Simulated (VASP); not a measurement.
Level of theory: PBE GGA, VASP's PBE PAW potentials (set 64) (plane waves; VASP).

VASP ran on this input.

### INCAR
```
# general
SYSTEM  = TiAl
PREC    = Accurate
ENCUT   = 300   # plane-wave cut-off (eV)
LREAL   = .FALSE.   # projection in real space or not
LASPH   = .TRUE.   # aspherical one-centre terms

# electronic loop
EDIFF   = 1E-6   # SCF stop (eV)
NELM    = 100   # most electronic steps
ALGO    = Normal
LMAXMIX = 4

# smearing
ISMEAR  = -1
SIGMA   = 0.136   # width (eV)

# functional
GGA     = PE

# ions
ISIF    = 2   # forces and stress, cell fixed

# output
LWAVE   = .FALSE.
LCHARG  = .FALSE.
```

### POSCAR
```
TiAl
1
    2.8300000000     0.0000000000     0.0000000000
    0.0000000000     2.8300000000     0.0000000000
    0.0000000000     0.0000000000     4.0700000000
Ti Al
1 1
Direct
  0.0037170000  -0.0153700000   0.0118520000
  0.4962830000   0.5153700000   0.4881480000
```

### KPOINTS
```
K-points
0
Gamma
  8 8 6
```

POTCAR, in this order: Ti_sv Al (PBE.64 set). Program: vasp_std.

What VASP printed:

OSZICAR:
```
       N       E                     dE             d eps       ncg     rms          rms(c)
DAV:   1     0.626011434094E+02    0.62601E+02   -0.55261E+03  4338   0.992E+02
DAV:   2    -0.986654037918E+01   -0.72468E+02   -0.70219E+02  4432   0.271E+02
DAV:   3    -0.138929349582E+02   -0.40264E+01   -0.38608E+01  6656   0.634E+01
DAV:   4    -0.140028700988E+02   -0.10994E+00   -0.10911E+00  5251   0.913E+00
DAV:   5    -0.140076492529E+02   -0.47792E-02   -0.47759E-02  6440   0.169E+00    0.958E+00
DAV:   6    -0.125582211109E+02    0.14494E+01   -0.12621E+01  5360   0.379E+01    0.336E+00
DAV:   7    -0.123962500420E+02    0.16197E+00   -0.12323E+00  5059   0.113E+01    0.181E+00
DAV:   8    -0.123854113158E+02    0.10839E-01   -0.12340E-01  5008   0.377E+00    0.420E-01
DAV:   9    -0.123842176353E+02    0.11937E-02   -0.18318E-02  5178   0.176E+00    0.172E-01
DAV:  10    -0.123841735986E+02    0.44037E-04   -0.11756E-03  5227   0.356E-01    0.475E-02
DAV:  11    -0.123841727501E+02    0.84847E-06   -0.10682E-04  5597   0.106E-01    0.294E-02
DAV:  12    -0.123841736511E+02   -0.90101E-06   -0.10735E-05  5114   0.358E-02    0.779E-03
DAV:  13    -0.123841729244E+02    0.72676E-06   -0.39659E-06  5162   0.257E-02
   1 F= -.12384173E+02 E0= -.12329197E+02  d E =-.109952E+00
```

### OUTCAR
```
------------------------ aborting loop because EDIFF is reached ----------------------------------------
  FORCE on cell =-STRESS in cart. coord.  units (eV):
  Direction    XX          YY          ZZ          XY          YZ          ZX
  --------------------------------------------------------------------------------------
  Total        0.0636883      0.0373754      0.0273512     -0.0121382     -0.1376702      0.0337696
  in kB        3.1304233      1.8370858      1.3443744     -0.5966182     -6.7667995      1.6598526
  external PRESSURE =       2.1039612 kB  Pullay stress =       0.0000000 kB
  volume of cell :       32.60
      direct lattice vectors                 reciprocal lattice vectors
     2.830000000  0.000000000  0.000000000     0.353356890  0.000000000  0.000000000
     0.000000000  2.830000000  0.000000000     0.000000000  0.353356890  0.000000000
     0.000000000  0.000000000  4.070000000     0.000000000  0.000000000  0.245700246
 POSITION                                       TOTAL-FORCE (eV/Angst)
 -----------------------------------------------------------------------------------
      0.01052      2.78650      0.04824        -0.094291      0.386158     -0.572439
      1.40448      1.45850      1.98676         0.094291     -0.386158      0.572439
 -----------------------------------------------------------------------------------
    total drift:                                0.000750     -0.000129      0.000244
  FREE ENERGIE OF THE ION-ELECTRON SYSTEM (eV)
  ---------------------------------------------------
  free  energy   TOTEN  =       -12.3841729244 eV

  energy  without entropy=      -12.2742207632  energy(sigma->0) =      -12.32919684
```
(Selected blocks of OUTCAR.)

At this cut-off the stress carries a Pulay error, which pulls relaxed volumes low.

The structure is a typed TiAl crystal. The cell was not relaxed at this level, atoms are displaced from their ideal sites. The electron count is odd and the run is not spin-polarised, which forces a metal.
